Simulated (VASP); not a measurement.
These are PBEsol GGA, VASP's PBE PAW potentials (set 64) (plane waves; VASP) values and carry that method's errors.

VASP ran on this input.

INCAR:
```
NSW = 60   ! most ionic steps
SIGMA = 0.1   ! width (eV)
LREAL = .FALSE.   ! projection in real space or not
ISMEAR = 1
EDIFFG = -0.01
NELM = 100   ! most electronic steps
LWAVE = .FALSE.
ALGO = Normal   ! blocked Davidson
LCHARG = .FALSE.
PREC = Accurate
SYSTEM = WSe
ISIF = 3
GGA = PS   ! PBEsol
ENCUT = 400   ! plane-wave cut-off (eV)
LASPH = .TRUE.   ! aspherical one-centre terms
EDIFF = 1E-6   ! SCF stop (eV)
LMAXMIX = 6
IBRION = 2
```

POSCAR:
```
WSe
1
    0.0000000000     3.2562560000     3.2562560000
    3.2562560000     0.0000000000     3.2562560000
    3.2562560000     3.2562560000     0.0000000000
W Se
1 1
Direct
  0.0000000000   0.0000000000   0.0000000000
  0.2500000000   0.2500000000   0.2500000000
```

### KPOINTS
```
Automatic mesh
0
Gamma
9 9 9
0 0 0
```

POTCAR, in this order: W_sv Se (PBE.64 set). Program: vasp_std.

What VASP printed:

File OSZICAR:
```
       N       E                     dE             d eps       ncg     rms          rms(c)
DAV:   1     0.951826936379E+02    0.95183E+02   -0.89567E+03  1108   0.112E+03
DAV:   2    -0.857304391031E+01   -0.10376E+03   -0.10211E+03  1184   0.268E+02
DAV:   3    -0.137102667287E+02   -0.51372E+01   -0.50417E+01  1274   0.538E+01
DAV:   4    -0.137946248137E+02   -0.84358E-01   -0.84176E-01  1040   0.747E+00
DAV:   5    -0.137959857987E+02   -0.13610E-02   -0.13607E-02  1220   0.987E-01    0.736E+00
DAV:   6    -0.130480445165E+02    0.74794E+00   -0.57218E+00  1022   0.144E+01    0.240E+00
DAV:   7    -0.129682706249E+02    0.79774E-01   -0.40229E-01  1102   0.407E+00    0.140E+00
DAV:   8    -0.129582081835E+02    0.10062E-01   -0.29156E-02  1160   0.120E+00    0.295E-01
DAV:   9    -0.129580690363E+02    0.13915E-03   -0.11282E-03  1100   0.292E-01    0.127E-01
DAV:  10    -0.129580858434E+02   -0.16807E-04   -0.35482E-04  1172   0.124E-01    0.246E-02
DAV:  11    -0.129580881105E+02   -0.22671E-05   -0.31888E-05  1052   0.469E-02    0.888E-03
DAV:  12    -0.129580875556E+02    0.55483E-06   -0.17947E-06   730   0.104E-02
   1 F= -.12958088E+02 E0= -.12957159E+02  d E =-.129581E+02
       N       E                     dE             d eps       ncg     rms          rms(c)
DAV:   1    -0.107472967578E+03   -0.94515E+02   -0.19056E+03  1004   0.423E+02    0.137E+02
DAV:   2    -0.281977908223E+02    0.79275E+02   -0.21458E+02  1052   0.213E+02    0.253E+01
DAV:   3    -0.152025036458E+02    0.12995E+02   -0.34002E+01  1130   0.645E+01    0.299E+01
DAV:   4    -0.143357395436E+02    0.86676E+00   -0.82385E+00  1016   0.239E+01    0.742E+00
DAV:   5    -0.138169815367E+02    0.51876E+00   -0.18965E+00  1202   0.144E+01    0.389E+00
DAV:   6    -0.138169858508E+02   -0.43141E-05   -0.81806E-02  1088   0.259E+00    0.998E-01
DAV:   7    -0.138178414906E+02   -0.85564E-03   -0.38428E-03  1256   0.624E-01    0.272E-01
DAV:   8    -0.138176859167E+02    0.15557E-03   -0.37238E-04  1070   0.152E-01    0.315E-02
DAV:   9    -0.138176887096E+02   -0.27929E-05   -0.98915E-06  1202   0.278E-02    0.853E-03
DAV:  10    -0.138176888104E+02   -0.10081E-06   -0.14693E-06   724   0.101E-02
   2 F= -.13817689E+02 E0= -.13817088E+02  d E =-.859601E+00
       N       E                     dE             d eps       ncg     rms          rms(c)
DAV:   1    -0.323483292410E+02   -0.18531E+02   -0.39162E+02  1028   0.279E+02    0.280E+01
DAV:   2    -0.174617569819E+02    0.14887E+02   -0.80954E+01   986   0.775E+01    0.141E+01
DAV:   3    -0.158931939500E+02    0.15686E+01   -0.36588E+00  1124   0.163E+01    0.648E+00
DAV:   4    -0.155625992371E+02    0.33059E+00   -0.19535E+00   986   0.961E+00    0.157E+00
DAV:   5    -0.155487038119E+02    0.13895E-01   -0.66054E-02  1262   0.213E+00    0.113E+00
DAV:   6    -0.155525844900E+02   -0.38807E-02   -0.21039E-02  1112   0.106E+00    0.306E-01
DAV:   7    -0.155534251640E+02   -0.84067E-03   -0.10780E-03  1244   0.308E-01    0.128E-01
DAV:   8    -0.155533060698E+02    0.11909E-03   -0.43613E-04  1016   0.126E-01    0.209E-02
DAV:   9    -0.155533053514E+02    0.71837E-06   -0.18882E-05  1124   0.308E-02    0.105E-02
DAV:  10    -0.155533058790E+02   -0.52764E-06   -0.55496E-07   694   0.493E-03
   3 F= -.15553306E+02 E0= -.15552585E+02  d E =-.259522E+01
       N       E                     dE             d eps       ncg     rms          rms(c)
DAV:   1    -0.156032340918E+02   -0.49929E-01   -0.92724E-01  1034   0.117E+01    0.208E+00
DAV:   2    -0.155650439106E+02    0.38190E-01   -0.13816E-01  1004   0.345E+00    0.376E-01
DAV:   3    -0.155614350145E+02    0.36089E-02   -0.67133E-03  1172   0.656E-01    0.206E-01
DAV:   4    -0.155608498512E+02    0.58516E-03   -0.19422E-03  1088   0.389E-01    0.158E-01
DAV:   5    -0.155608745596E+02   -0.24708E-04   -0.12936E-04  1190   0.113E-01    0.277E-02
DAV:   6    -0.155608725705E+02    0.19891E-05   -0.21052E-05  1082   0.356E-02    0.511E-03
DAV:   7    -0.155608722154E+02    0.35503E-06   -0.13454E-06   718   0.972E-03
   4 F= -.15560872E+02 E0= -.15560139E+02  d E =-.260278E+01
       N       E                     dE             d eps       ncg     rms          rms(c)
DAV:   1    -0.155801507123E+02   -0.19278E-01   -0.40860E-01  1034   0.784E+00    0.139E+00
DAV:   2    -0.155633774221E+02    0.16773E-01   -0.60474E-02  1004   0.229E+00    0.250E-01
DAV:   3    -0.155617936210E+02    0.15838E-02   -0.29384E-03  1184   0.437E-01    0.136E-01
DAV:   4    -0.155615382481E+02    0.25537E-03   -0.85040E-04  1064   0.257E-01    0.104E-01
DAV:   5    -0.155615505956E+02   -0.12347E-04   -0.56581E-05  1202   0.751E-02    0.191E-02
DAV:   6    -0.155615498968E+02    0.69875E-06   -0.93806E-06  1088   0.238E-02
   5 F= -.15561550E+02 E0= -.15560814E+02  d E =-.260346E+01
       N       E                     dE             d eps       ncg     rms          rms(c)
DAV:   1    -0.155717421952E+02   -0.10192E-01   -0.22742E-01  1034   0.589E+00    0.101E+00
DAV:   2    -0.155624121936E+02    0.93300E-02   -0.34213E-02  1004   0.171E+00    0.186E-01
DAV:   3    -0.155615302703E+02    0.88192E-03   -0.16259E-03  1166   0.323E-01    0.972E-02
DAV:   4    -0.155613817527E+02    0.14852E-03   -0.48211E-04  1094   0.192E-01    0.750E-02
DAV:   5    -0.155613829764E+02   -0.12236E-05   -0.31144E-05  1172   0.556E-02    0.150E-02
DAV:   6    -0.155613819611E+02    0.10153E-05   -0.53096E-06  1070   0.179E-02    0.238E-03
DAV:   7    -0.155613820534E+02   -0.92336E-07   -0.28487E-07   544   0.450E-03
   6 F= -.15561382E+02 E0= -.15560648E+02  d E =0.167843E-03
       N       E                     dE             d eps       ncg     rms          rms(c)
DAV:   1    -0.155652199149E+02   -0.38380E-02   -0.76866E-02  1034   0.341E+00    0.599E-01
DAV:   2    -0.155620596696E+02    0.31602E-02   -0.11460E-02  1004   0.995E-01    0.109E-01
DAV:   3    -0.155617621624E+02    0.29751E-03   -0.55218E-04  1172   0.189E-01    0.581E-02
DAV:   4    -0.155617151208E+02    0.47042E-04   -0.16130E-04  1082   0.112E-01    0.447E-02
DAV:   5    -0.155617185429E+02   -0.34221E-05   -0.10579E-05  1196   0.325E-02    0.843E-03
DAV:   6    -0.155617185170E+02    0.25883E-07   -0.16093E-06   694   0.103E-02
   7 F= -.15561719E+02 E0= -.15560983E+02  d E =-.168620E-03
```

OUTCAR:
```
------------------------ aborting loop because EDIFF is reached ----------------------------------------
  FORCE on cell =-STRESS in cart. coord.  units (eV):
  Direction    XX          YY          ZZ          XY          YZ          ZX
  --------------------------------------------------------------------------------------
  Total       -0.0026313     -0.0026313     -0.0026313      0.0000000      0.0000000      0.0000000
  in kB       -0.0964950     -0.0964950     -0.0964950      0.0000000      0.0000000      0.0000000
  external PRESSURE =      -0.0964950 kB  Pullay stress =       0.0000000 kB
  volume of cell :       43.69
      direct lattice vectors                 reciprocal lattice vectors
    -0.000000000  2.795419160  2.795419160    -0.178864053  0.178864053  0.178864053
     2.795419160 -0.000000000  2.795419160     0.178864053 -0.178864053  0.178864053
     2.795419160  2.795419160  0.000000000     0.178864053  0.178864053 -0.178864053
 POSITION                                       TOTAL-FORCE (eV/Angst)
 -----------------------------------------------------------------------------------
      0.00000      0.00000      0.00000         0.000000      0.000000      0.000000
      1.39771      1.39771      1.39771        -0.000000     -0.000000     -0.000000
 -----------------------------------------------------------------------------------
    total drift:                                0.000000      0.000000      0.000000
  FREE ENERGIE OF THE ION-ELECTRON SYSTEM (eV)
  ---------------------------------------------------
  free  energy   TOTEN  =       -15.5617185170 eV

  energy  without entropy=      -15.5595119860  energy(sigma->0) =      -15.56098301

 reached required accuracy - stopping structural energy minimisation
```
(Selected blocks of OUTCAR.)

CONTCAR:
```
WSe
   1.00000000000000
    -0.0000000000000000    2.7954191601566829    2.7954191601566829
     2.7954191601566829   -0.0000000000000000    2.7954191601566829
     2.7954191601566829    2.7954191601566829    0.0000000000000000
  W               Se
     1     1
Direct
     0.0000000000000000    0.0000000000000000    0.0000000000000000
     0.2500000000000000    0.2500000000000000    0.2500000000000000
```

Energy and stress use the plane-wave basis of the starting cell.

The structure was generated: WSe was put into the zinc blende type (F-43m), which need not be its known phase. This run relaxes it. Symmetry was kept, so distortions that lower it aren't found.
